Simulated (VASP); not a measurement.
Output of a VASP run:

File OSZICAR:
```
       N       E                     dE             d eps       ncg     rms           ort
DAV:   1     0.228538659334E+03    0.22854E+03   -0.16197E+04   324   0.988E+02
DAV:   2    -0.923220165825E+01   -0.23777E+03   -0.23528E+03   324   0.279E+02
DAV:   3    -0.389098765579E+02   -0.29678E+02   -0.29504E+02   324   0.661E+01
DAV:   4    -0.413895099362E+02   -0.24796E+01   -0.24719E+01   324   0.211E+01
DAV:   5    -0.415039973864E+02   -0.11449E+00   -0.11446E+00   324   0.369E+00
SDA:   6    -0.274463187183E+02    0.14058E+02   -0.11446E+00   324   0.923E+01   0.000E+00
CGA:   7    -0.289128850152E+02   -0.14666E+01   -0.14663E+01   324   0.930E+00  -0.477E-01
CGA:   8    -0.291898900291E+02   -0.27701E+00   -0.27776E+00   324   0.374E+00  -0.501E-02
CGA:   9    -0.293044976866E+02   -0.11461E+00   -0.11450E+00   324   0.262E+00   0.121E-02
CGA:  10    -0.293650648813E+02   -0.60567E-01   -0.60545E-01   324   0.141E+00   0.171E-02
CGA:  11    -0.294182234882E+02   -0.53159E-01   -0.52895E-01   324   0.893E-01   0.163E-02
CGA:  12    -0.294421038005E+02   -0.23880E-01   -0.23867E-01   324   0.384E-01   0.398E-03
CGA:  13    -0.294527449469E+02   -0.10641E-01   -0.10635E-01   324   0.137E-01   0.124E-03
CGA:  14    -0.294570712992E+02   -0.43264E-02   -0.43269E-02   324   0.601E-02  -0.118E-04
CGA:  15    -0.294592022058E+02   -0.21309E-02   -0.21346E-02   324   0.311E-02  -0.297E-04
CGA:  16    -0.294603815505E+02   -0.11793E-02   -0.11759E-02   324   0.157E-02   0.417E-04
CGA:  17    -0.294610353335E+02   -0.65378E-03   -0.65240E-03   324   0.867E-03   0.108E-04
CGA:  18    -0.294614207491E+02   -0.38542E-03   -0.39213E-03   324   0.522E-03  -0.404E-04
CGA:  19    -0.294616473139E+02   -0.22656E-03   -0.23235E-03   324   0.271E-03  -0.341E-04
CGA:  20    -0.294617513947E+02   -0.10408E-03   -0.10529E-03   324   0.113E-03  -0.144E-04
CGA:  21    -0.294617970621E+02   -0.45667E-04   -0.47542E-04   324   0.478E-04  -0.129E-04
CGA:  22    -0.294618162427E+02   -0.19181E-04   -0.19498E-04   324   0.222E-04  -0.399E-05
CGA:  23    -0.294618257339E+02   -0.94912E-05   -0.94985E-05   324   0.104E-04  -0.709E-06
   1 F= -.29461826E+02 E0= -.29461782E+02  d E =-.294618E+02
```

OUTCAR:
```
------------------------ aborting loop because EDIFF is reached ----------------------------------------
  FORCE on cell =-STRESS in cart. coord.  units (eV):
  Direction    XX          YY          ZZ          XY          YZ          ZX
  --------------------------------------------------------------------------------------
  Total       -0.2881567     -0.3501124     -0.1678069      0.0000000      0.0000000      0.1028305
  in kB       -0.5091010     -0.6185613     -0.2964730      0.0000000      0.0000000      0.1816758
  external PRESSURE =      -0.4747118 kB  Pullay stress =       0.0000000 kB
  volume of cell :      906.85
      direct lattice vectors                 reciprocal lattice vectors
     4.618384962  0.000000000  0.000000000     0.216525909  0.000000000  0.000000000
     0.000000000  7.541791675  0.000000000     0.000000000  0.132594487  0.000000000
     0.000000000  0.000000000 26.035785233     0.000000000  0.000000000  0.038408674
 POSITION                                       TOTAL-FORCE (eV/Angst)
 -----------------------------------------------------------------------------------
      1.52658      3.77090      8.66446        -0.025610     -0.000000      0.015550
      3.09303      0.00000     10.83274         0.027915      0.000000     -0.004123
      0.00000      3.77090     13.01789         0.000000      0.000000      0.000000
      1.52536      0.00000     15.20305        -0.027915     -0.000000      0.004123
      3.09180      3.77090     17.37133         0.025610      0.000000     -0.015550
 -----------------------------------------------------------------------------------
    total drift:                                0.000000      0.000000     -0.000000
  FREE ENERGIE OF THE ION-ELECTRON SYSTEM (eV)
  ---------------------------------------------------
  free  energy   TOTEN  =       -29.4618257339 eV

  energy  without entropy=      -29.4616948352  energy(sigma->0) =      -29.46178210

 reached required accuracy - stopping structural energy minimisation
```
(Selected blocks of OUTCAR.)

**POSCAR**
```
K(211) slab
1
    4.6183849624     0.0000000000    -0.0000000000
    0.0000000000     7.5417916746    -0.0000000000
    0.0000000000    -0.0000000000    26.0357852325
K
5
Direct
  0.3305443528   0.5000000000   0.3327903469
  0.6697210589   0.0000000000   0.4160710279
  0.0000000000   0.5000000000   0.5000000000
  0.3302789411   0.0000000000   0.5839289721
  0.6694556472   0.5000000000   0.6672096531
```

Reconstruct the remaining input files.

One answer among several that fit: the input of the run itself, r2SCAN meta-GGA, plane waves, VASP's PBE PAW potentials (set 64).

KPOINTS:
```
Automatic mesh
0
Gamma
6 4 1
0 0 0
```

**INCAR**
```
SYSTEM = K(211) slab
PREC = Normal
ENCUT = 400
EDIFF = 1E-5
NELM = 200
ALGO = All
LREAL = .FALSE.
LASPH = .TRUE.
ISMEAR = 1
SIGMA = 0.1
METAGGA = R2SCAN
LMIXTAU = .TRUE.
LWAVE = .TRUE.
LCHARG = .FALSE.
NELMIN = 4
LDIPOL = .TRUE.
IDIPOL = 3
DIPOL = 0.5 0.5 0.5
IBRION = 2
ISIF = 2
NSW = 120
EDIFFG = -0.03
```

POTCAR, in this order: K_sv (PBE.64 set). Program: vasp_std.

The cell is a thin slab with vacuum, built from K (bcc): (211) face.
